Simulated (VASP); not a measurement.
## Lattice of Ruthenium, functional by functional

Which functional gives which lattice for Ruthenium? The starting structure is a measured crystal structure from the Crystallography Open Database. The first relaxation on each setting starts from this cell expanded by 3 % in volume.

Program: VASP 6.6.1. Level of theory: Kohn-Sham DFT with plane waves and PAW; PBEsol, LDA, PBE, PBEsol + D3(BJ), r2SCAN, r2SCAN + rVV10, optB86b-vdW and RPBE. Results are calculated unless marked as measured.

**1. The starting structure**

It takes space group P6_3/mmc (No. 194, hexagonal). Conventional cell: a = 2.706 Å, b = 2.706 Å, c = 4.282 Å, α = 90.00°, β = 90.00°, γ = 120.00°. Ru has 12 Ru at 2.65 to 2.71 Å nearest.

**2. Relaxation with PBEsol**

PBEsol restores the gradient expansion of exchange and is tuned for the cells of solids. This run starts from the cell of an earlier relaxation, which isn't shown; the restart sets up the plane waves anew.

Contents of INCAR:

```
SYSTEM = Ru
PREC = Accurate
ENCUT = 450
EDIFF = 1E-06
NELM = 100
ISMEAR = 1
SIGMA = 0.15
LREAL = .FALSE.
ALGO = Normal
GGA = PS
NBANDS = 20
LASPH = .TRUE.
LORBIT = 11
LWAVE = .FALSE.
LCHARG = .FALSE.
KPAR = 4
IBRION = 2
NSW = 50
ISIF = 3
EDIFFG = -0.006
```

Contents of POSCAR:

```
Ru
1.0
    2.6887417407      0.0000000000      0.0000000000
   -1.3443708704      2.3285186517      0.0000000000
    0.0000000000      0.0000000000      4.2527722472
Ru
2
Direct
    0.6666666667      0.3333333333      0.7500000000
    0.3333333333      0.6666666667      0.2500000000
```

Contents of KPOINTS:

```
Automatic mesh
0
Gamma
18 18 10
0 0 0
```

Potentials, in the order of the species: Ru_pv (PBE family, release 64).

Run with:

```bash
mpirun -np 4 vasp_std
```

The log of the run:

```text
[banner, memory and clock lines left out]
running    4 mpi-ranks, on    1 nodes
 distrk:  each k-point on    1 cores,    4 groups
 distr:  one band on    1 cores,    1 groups

 POSCAR found type information on POSCAR Ru
 POSCAR found :  1 types and       2 ions
|                                                                             |
|               ----> ADVICE to this user running VASP <----                  |
|                                                                             |
|     You enforced a specific xc type in the INCAR file but a different       |
|     [... a line on the potential file left out ...]
|     I HOPE YOU KNOW WHAT YOU ARE DOING!                                     |
|                                                                             |

 LDA part: xc-table for (Slater+PW92), standard interpolation
 POSCAR, INCAR and KPOINTS ok, starting setup
 FFT: planning ... GRIDC
 FFT: planning ... GRID_SOFT
 FFT: planning ... GRID
 WAVECAR not read
 entering main loop
       N       E                     dE             d eps       ncg     rms          rms(c)
DAV:   1     0.261761982818E+03    0.26176E+03   -0.16405E+04  8888   0.141E+03
DAV:   2    -0.165594943334E+02   -0.27832E+03   -0.27051E+03  9144   0.434E+02
DAV:   3    -0.218853223167E+02   -0.53258E+01   -0.52837E+01 10096   0.673E+01
DAV:   4    -0.219282711678E+02   -0.42949E-01   -0.42905E-01 11624   0.571E+00
DAV:   5    -0.219288998474E+02   -0.62868E-03   -0.62685E-03  9932   0.571E-01    0.202E+01
DAV:   6    -0.204390742387E+02    0.14898E+01   -0.34122E+00 10412   0.186E+01    0.528E+00
DAV:   7    -0.203504969295E+02    0.88577E-01   -0.61866E-01 10172   0.574E+00    0.993E-01
DAV:   8    -0.203421473771E+02    0.83496E-02   -0.23892E-02  9940   0.121E+00    0.424E-01
DAV:   9    -0.203405644130E+02    0.15830E-02   -0.25817E-03 10148   0.572E-01    0.442E-02
DAV:  10    -0.203405512149E+02    0.13198E-04   -0.17861E-04 10016   0.136E-01    0.254E-02
DAV:  11    -0.203405524444E+02   -0.12296E-05   -0.51863E-06 10296   0.217E-02    0.136E-03
DAV:  12    -0.203405525139E+02   -0.69503E-07   -0.25597E-07  6068   0.477E-03
   1 F= -.20340553E+02 E0= -.20340240E+02  d E =-.203406E+02
 curvature:   0.00 expect dE= 0.000E+00 dE for cont linesearch  0.000E+00
 trial: gam= 0.00000 g(F)=  0.449E-47 g(S)=  0.103E-04 ort = 0.000E+00 (trialstep = 0.100E+01)
 search vector abs. value=  0.103E-04
 bond charge predicted
       N       E                     dE             d eps       ncg     rms          rms(c)
DAV:   1    -0.203407210841E+02   -0.16864E-03   -0.46344E-03  9256   0.670E-01    0.109E-01
DAV:   2    -0.203405562620E+02    0.16482E-03   -0.40154E-04  9492   0.196E-01    0.235E-02
DAV:   3    -0.203405462668E+02    0.99952E-05   -0.35297E-05  9868   0.496E-02    0.111E-02
DAV:   4    -0.203405478233E+02   -0.15564E-05   -0.24889E-06  8316   0.132E-02    0.276E-03
DAV:   5    -0.203405481740E+02   -0.35077E-06   -0.40488E-07  5552   0.612E-03
   2 F= -.20340548E+02 E0= -.20340234E+02  d E =0.433990E-05
 trial-energy change:    0.000004  1 .order    0.000006   -0.000010    0.000022
 step:   0.3171(harm=  0.3171)  dis= 0.00000  next Energy=   -20.340554 (dE=-0.164E-05)
 bond charge predicted
       N       E                     dE             d eps       ncg     rms          rms(c)
DAV:   1    -0.203406355868E+02   -0.87764E-04   -0.21448E-03  9132   0.456E-01    0.740E-02
DAV:   2    -0.203405606398E+02    0.74947E-04   -0.18726E-04  9192   0.134E-01    0.160E-02
DAV:   3    -0.203405551418E+02    0.54980E-05   -0.16380E-05  9640   0.337E-02    0.761E-03
DAV:   4    -0.203405544778E+02    0.66405E-06   -0.11372E-06  5724   0.901E-03
   3 F= -.20340554E+02 E0= -.20340241E+02  d E =-.196384E-05
 curvature:  -0.16 expect dE=-0.103E-05 dE for cont linesearch -0.211E-06
 trial: gam= 0.00000 g(F)=  0.288E-46 g(S)=  0.649E-05 ort =-0.371E-05 (trialstep = 0.863E+00)
 search vector abs. value=  0.649E-05
 reached required accuracy - stopping structural energy minimisation
```

Elapsed: 36 s, on 4 MPI ranks of AMD EPYC 7R43, shared host; peak memory 0.62 GiB.

Lines that name or quote the potential files are left out of all logs, and their timing lines are given in words.

From OUTCAR (step 2):

```text
ion  position               nearest neighbor table
   1  0.667  0.333  0.750-   2 2.63   2 2.63   2 2.63   2 2.63   2 2.63   2 2.63
   2  0.333  0.667  0.250-   1 2.63   1 2.63   1 2.63   1 2.63   1 2.63   1 2.63

  LATTYP: Found a hexagonal cell.
 ALAT       =     2.6887417407
 C/A-ratio  =     1.5816960710

 Subroutine GETGRP returns: Found 24 space group operations
 (whereof 12 operations were pure point group operations)

The static configuration has the point symmetry D_3d.
 The point group associated with its full space group is D_6h.

 Found    222 irreducible k-points:

   k-points           NKPTS =    222   k-points in BZ     NKDIM =    222   number of bands    NBANDS=     20

   dimension x,y,z NGX =    20 NGY =   20 NGZ =   30
   dimension x,y,z NGXF=    40 NGYF=   40 NGZF=   60

   ENCUT  =  450.0 eV  33.07 Ry    5.75 a.u.   4.65  4.65  7.36*2*pi/ulx,y,z

   NELECT =      28.0000    total number of electrons

 k-points in reciprocal lattice and weights: Automatic mesh
   0.00000000  0.00000000  0.00000000       0.000
   0.05555556  0.00000000  0.00000000       0.002
   0.11111111  0.00000000  0.00000000       0.002
   0.16666667 -0.00000000  0.00000000       0.002
   0.22222222 -0.00000000  0.00000000       0.002
   0.27777778 -0.00000000  0.00000000       0.002
   0.33333333 -0.00000000  0.00000000       0.002
   0.38888889 -0.00000000  0.00000000       0.002
   0.44444444 -0.00000000  0.00000000       0.002
[...]
0.33333333  0.27777778  0.50000000       0.004
   0.33333333  0.33333333  0.50000000       0.001

 average (electrostatic) potential at core
       1 -66.7874       2 -66.7874

 E-fermi :  13.0562

 k-point     1 :       0.0000    0.0000    0.0000
  band No.  band energies     occupation
    ...
     11      10.5705      2.00000
     12      11.0910      2.00000
     13      11.0910      2.00000
     14      11.6297      2.00000
     15      11.6297      2.00000
     16      14.2960     -0.00000
     17      14.2960     -0.00000
     18      14.3299     -0.00000
     19      23.2865      0.00000
     20      23.3279      0.00000

 k-point     2 :       0.0556    0.0000    0.0000
  band No.  band energies     occupation
    ...
     11      10.7915      2.00000
     12      11.0377      2.00000
     13      11.1794      2.00000
     14      11.5134      2.00000
     15      11.5552      2.00000
     16      13.1763      0.01945
     17      14.3433     -0.00000
     18      15.6069     -0.00000
     19      23.2845      0.00000
     20      23.3277      0.00000

 k-point     3 :       0.1111    0.0000    0.0000
  band No.  band energies     occupation
    ...
     12      11.0832      2.00000
     13      11.1348      2.00000
     14      11.3566      2.00000
     15      11.4401      2.00000
     16      12.3520      2.00000
     17      14.4634     -0.00000
     18      16.9903      0.00000
     19      23.2766      0.00000
     20      23.3277      0.00000

  Total        0.0105543      0.0105543      0.0067933     -0.0000000      0.0000000     -0.0000000
  in kB        0.6352014      0.6352014      0.4088500     -0.0000000      0.0000000     -0.0000000
  external PRESSURE =       0.5597509 kB  Pullay stress =       0.0000000 kB

  energy-cutoff  :      450.00
  volume of cell :       26.62
      direct lattice vectors                 reciprocal lattice vectors
     2.688728652  0.000000000 -0.000000000     0.371922990  0.214729839  0.000000000
    -1.344364326  2.328507316 -0.000000000    -0.000000000  0.429459677  0.000000000
     0.000000000  0.000000000  4.252099217     0.000000000  0.000000000  0.235177955

 POSITION                                       TOTAL-FORCE (eV/Angst)
 -----------------------------------------------------------------------------------
      1.34436      0.77617      3.18907        -0.000000      0.000000      0.000000
     -0.00000      1.55234      1.06302         0.000000     -0.000000      0.000000
 -----------------------------------------------------------------------------------
    total drift:                                0.000000     -0.000000      0.000000

  FREE ENERGIE OF THE ION-ELECTRON SYSTEM (eV)
  ---------------------------------------------------
  free  energy   TOTEN  =       -20.3405544778 eV

  energy  without entropy=      -20.3396154924  energy(sigma->0) =      -20.34024148

 reached required accuracy - stopping structural energy minimisation

 total charge
# of ion       s       p       d       tot
------------------------------------------
    1        0.412   6.329   5.966  12.706
    2        0.412   6.329   5.966  12.706
--------------------------------------------------
tot          0.823  12.658  11.931  25.413

[... 3 further parts left out ...]
```

The PAW data sets were made with PBE, which is usual practice but a small mismatch for other functionals. The run keeps the 24 symmetry operations of its start, so it cannot find a distortion of lower symmetry.

With PBEsol the relaxed cell holds 13.311 Å³ an atom, -1.95 % against the measured cell, with a = 2.689 Å and c = 4.252 Å.

**3. Relaxation with LDA**

LDA, the lowest rung, knows the local density alone. This run starts from the cell of an earlier relaxation, which isn't shown; the restart sets up the plane waves anew.

Edit INCAR of step 2 so:

```diff
@@ -9,3 +9,3 @@
 ALGO = Normal
-GGA = PS
+GGA = CA
 NBANDS = 20
```

Contents of POSCAR:

```
Ru
1.0
    2.6759981852      0.0000000000      0.0000000000
   -1.3379990926      2.3174824089      0.0000000000
    0.0000000000      0.0000000000      4.2306251326
Ru
2
Direct
    0.6666666667      0.3333333333      0.7500000000
    0.3333333333      0.6666666667      0.2500000000
```

KPOINTS is that of step 2.

Potentials, in the order of the species: Ru_pv (LDA family, release 64).

Run with:

```bash
mpirun -np 4 vasp_std
```

The log of the run:

```text
[banner, memory and clock lines left out]
running    4 mpi-ranks, on    1 nodes
[...]
LDA part: xc-table for (Slater(with rela. corr.)+CA(PZ))
 , standard interpolation
 POSCAR, INCAR and KPOINTS ok, starting setup
[...]
entering main loop
       N       E                     dE             d eps       ncg     rms          rms(c)
DAV:   1     0.263350810208E+03    0.26335E+03   -0.16346E+04  8928   0.141E+03
DAV:   2    -0.173545870087E+02   -0.28071E+03   -0.27280E+03  9160   0.437E+02
DAV:   3    -0.227955630010E+02   -0.54410E+01   -0.53960E+01 10180   0.683E+01
DAV:   4    -0.228412387232E+02   -0.45676E-01   -0.45610E-01 11456   0.588E+00
[...]
DAV:  10    -0.213893985828E+02   -0.18585E-04   -0.98637E-05 10012   0.101E-01    0.230E-02
DAV:  11    -0.213893961728E+02    0.24100E-05   -0.16751E-05  9948   0.398E-02    0.105E-03
DAV:  12    -0.213893961499E+02    0.22889E-07   -0.20079E-07  5988   0.429E-03
   1 F= -.21389396E+02 E0= -.21389087E+02  d E =-.213894E+02
[...]
DAV:   2    -0.213893835314E+02    0.57407E-03   -0.16750E-03  9156   0.399E-01    0.340E-02
DAV:   3    -0.213893685023E+02    0.15029E-04   -0.93647E-05  9568   0.862E-02    0.206E-02
DAV:   4    -0.213893730751E+02   -0.45729E-05   -0.56453E-06 10092   0.196E-02    0.279E-03
DAV:   5    -0.213893730924E+02   -0.17226E-07   -0.54733E-07  5180   0.746E-03
   2 F= -.21389373E+02 E0= -.21389064E+02  d E =0.230575E-04
 trial-energy change:    0.000023  1 .order    0.000024   -0.000018    0.000067
 step:   0.2157(harm=  0.2157)  dis= 0.00000  next Energy=   -21.389398 (dE=-0.198E-05)
[...]
N       E                     dE             d eps       ncg     rms          rms(c)
DAV:   1    -0.213897579296E+02   -0.38485E-03   -0.78677E-03  8968   0.100E+00    0.168E-01
DAV:   2    -0.213894048939E+02    0.35304E-03   -0.10328E-03  8928   0.313E-01    0.268E-02
DAV:   3    -0.213893956042E+02    0.92896E-05   -0.57487E-05  9196   0.676E-02    0.160E-02
DAV:   4    -0.213893980356E+02   -0.24314E-05   -0.35048E-06  9768   0.155E-02    0.224E-03
DAV:   5    -0.213893980242E+02    0.11475E-07   -0.31043E-07  4900   0.564E-03
   3 F= -.21389398E+02 E0= -.21389089E+02  d E =-.187426E-05
[...]
reached required accuracy - stopping structural energy minimisation
```

Run time: 40 s. Hardware: 4 MPI ranks; peak memory 0.59 GiB; 2.6 min of CPU time.

OUTCAR, selected parts (step 3):

```text
  Total       -0.0026916     -0.0026916     -0.0027043      0.0000000     -0.0000000      0.0000000
  in kB       -0.1644072     -0.1644072     -0.1651810      0.0000000     -0.0000000      0.0000000
  external PRESSURE =      -0.1646652 kB  Pullay stress =       0.0000000 kB

 POSITION                                       TOTAL-FORCE (eV/Angst)
 -----------------------------------------------------------------------------------
      1.33789      0.77243      3.17269        -0.000000      0.000000      0.000000
     -0.00000      1.54486      1.05756         0.000000      0.000000      0.000000
 -----------------------------------------------------------------------------------
    total drift:                               -0.000000      0.000000     -0.000000

  FREE ENERGIE OF THE ION-ELECTRON SYSTEM (eV)
  ---------------------------------------------------
  free  energy   TOTEN  =       -21.3893980242 eV

  energy  without entropy=      -21.3884701824  energy(sigma->0) =      -21.38908874

[... 2 parts as in an earlier step ...]

[... 2 further parts left out ...]
[key lines of the parts left out:]
E-fermi :  13.3336
```

With LDA the relaxed cell holds 13.115 Å³ an atom, -3.39 % against the measured cell, with a = 2.676 Å and c = 4.230 Å. That is -1.47 % from PBEsol.

**4. Relaxation with PBE**

PBE, the usual starting point, adds the gradient of the density. This run starts from the cell of an earlier relaxation, which isn't shown; the restart sets up the plane waves anew.

Edit INCAR of step 3 so:

```diff
@@ -9,3 +9,3 @@
 ALGO = Normal
-GGA = CA
+GGA = PE
 NBANDS = 20
```

Contents of POSCAR:

```
Ru
1.0
    2.7191614020      0.0000000000      0.0000000000
   -1.3595807010      2.3548628512      0.0000000000
    0.0000000000      0.0000000000      4.2969301835
Ru
2
Direct
    0.6666666667      0.3333333333      0.7500000000
    0.3333333333      0.6666666667      0.2500000000
```

KPOINTS is that of step 3.

PAW data sets: Ru_pv (PBE family, release 64).

Run with:

```bash
mpirun -np 4 vasp_std
```

The log of the run:

```text
[banner, memory and clock lines left out]
running    4 mpi-ranks, on    1 nodes
[...]
LDA part: xc-table for (Slater+PW92), standard interpolation
 POSCAR, INCAR and KPOINTS ok, starting setup
[...]
entering main loop
       N       E                     dE             d eps       ncg     rms          rms(c)
DAV:   1     0.266009940226E+03    0.26601E+03   -0.16543E+04  8960   0.140E+03
DAV:   2    -0.143855755801E+02   -0.28040E+03   -0.27236E+03  9172   0.435E+02
DAV:   3    -0.197806597370E+02   -0.53951E+01   -0.53568E+01 10116   0.675E+01
DAV:   4    -0.198244636678E+02   -0.43804E-01   -0.43768E-01 11688   0.570E+00
[...]
DAV:  10    -0.184672174832E+02   -0.57629E-05   -0.95103E-05  9908   0.101E-01    0.258E-02
DAV:  11    -0.184672123578E+02    0.51254E-05   -0.17715E-05 10144   0.401E-02    0.133E-03
DAV:  12    -0.184672123857E+02   -0.27887E-07   -0.14542E-07  6172   0.343E-03
   1 F= -.18467212E+02 E0= -.18466879E+02  d E =-.184672E+02
[...]
DAV:   2    -0.184672017642E+02    0.42216E-03   -0.12017E-03  9628   0.337E-01    0.285E-02
DAV:   3    -0.184671939510E+02    0.78132E-05   -0.64783E-05  9760   0.697E-02    0.161E-02
DAV:   4    -0.184672012976E+02   -0.73466E-05   -0.43670E-06 10100   0.184E-02    0.253E-03
DAV:   5    -0.184672014580E+02   -0.16045E-06   -0.47803E-07  5560   0.658E-03
   2 F= -.18467201E+02 E0= -.18466868E+02  d E =0.109277E-04
 trial-energy change:    0.000011  1 .order    0.000014   -0.000014    0.000043
 step:   0.2455(harm=  0.2455)  dis= 0.00000  next Energy=   -18.467214 (dE=-0.171E-05)
[...]
N       E                     dE             d eps       ncg     rms          rms(c)
DAV:   1    -0.184674571878E+02   -0.25589E-03   -0.51948E-03  9320   0.795E-01    0.127E-01
DAV:   2    -0.184672227022E+02    0.23449E-03   -0.68566E-04  9236   0.254E-01    0.215E-02
DAV:   3    -0.184672155514E+02    0.71509E-05   -0.36524E-05  9620   0.523E-02    0.120E-02
DAV:   4    -0.184672145398E+02    0.10116E-05   -0.24631E-06  8928   0.139E-02    0.189E-03
DAV:   5    -0.184672145317E+02    0.80818E-08   -0.27149E-07  5460   0.493E-03
   3 F= -.18467215E+02 E0= -.18466881E+02  d E =-.214608E-05
[...]
reached required accuracy - stopping structural energy minimisation
```

Run time: 44 s. Hardware: 4 MPI ranks; peak memory 0.61 GiB.

OUTCAR, selected parts (step 4):

```text
  Total       -0.0022228     -0.0022228     -0.0071653     -0.0000000      0.0000000      0.0000000
  in kB       -0.1294677     -0.1294677     -0.4173400     -0.0000000      0.0000000      0.0000000
  external PRESSURE =      -0.2254251 kB  Pullay stress =       0.0000000 kB

 POSITION                                       TOTAL-FORCE (eV/Angst)
 -----------------------------------------------------------------------------------
      1.35950      0.78491      3.22233         0.000000      0.000000      0.000000
     -0.00000      1.56981      1.07411        -0.000000      0.000000      0.000000
 -----------------------------------------------------------------------------------
    total drift:                                0.000000     -0.000000      0.000000

  FREE ENERGIE OF THE ION-ELECTRON SYSTEM (eV)
  ---------------------------------------------------
  free  energy   TOTEN  =       -18.4672145317 eV

  energy  without entropy=      -18.4662141376  energy(sigma->0) =      -18.46688107

[... 2 parts as in an earlier step ...]

[... 2 further parts left out ...]
[key lines of the parts left out:]
E-fermi :  12.5973
```

With PBE the relaxed cell holds 13.754 Å³ an atom, +1.32 % against the measured cell, with a = 2.719 Å and c = 4.296 Å. That is +3.33 % from PBEsol.

(Continued in part 2 of 2.)

[Lines on the potential files, build, host, timing and source positions are cut from VASP's logs without a mark.]

[Logs are printed without paths, hosts, clocks, repeated set-up lines and the standing remarks that a program may print on its own settings, such as how far it seeks lower states.]

[Hosts, paths, dates, database ids (printed as entryN), source tags and the programs' standing remarks are cut or masked in the printed files.]
